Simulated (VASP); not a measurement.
Here is the system:

KCl is taken in the cubic space group Fm-3m (No. 225), the rock salt structure, Pearson symbol cF8. Conventional cell: a = 6.382 Å, b = 6.382 Å, c = 6.382 Å, α = 90.00°, β = 90.00°, γ = 90.00°. K on 4a has 6 Cl at 3.191 Å (octahedral). Cl on 4b is coordinated by 6 K at 3.191 Å (octahedral). (Neighbours: up to the widest gap in distance over summed covalent radii, below 1.35, at either atom; cation-cation and far metal-metal contacts left out.)
(The calculation used a cell of 2 atoms; values per cell refer to that cell.)

The numbers are results of PW91 GGA, VASP's PBE PAW potentials (set 64) (plane waves; VASP 6.6.1), not measurements. Settings: 520 eV cut-off, 7×7×7 Γ-centred mesh, Gaussian smearing of 0.050 eV, potentials K_sv Cl.

Task: Give the energy at these volumes per atom, relative to the lowest: 30.51, 31.48, 32.45, 33.43, 34.40 Å³.

Result: 6.9, 1.7, 0.0, 1.3, 5.0 meV/atom. A third-order Birch-Murnaghan fit gives B0 = 16.0 GPa and B0′ = 4.8.

The compound is KCl in the rock salt structure. It was relaxed first.
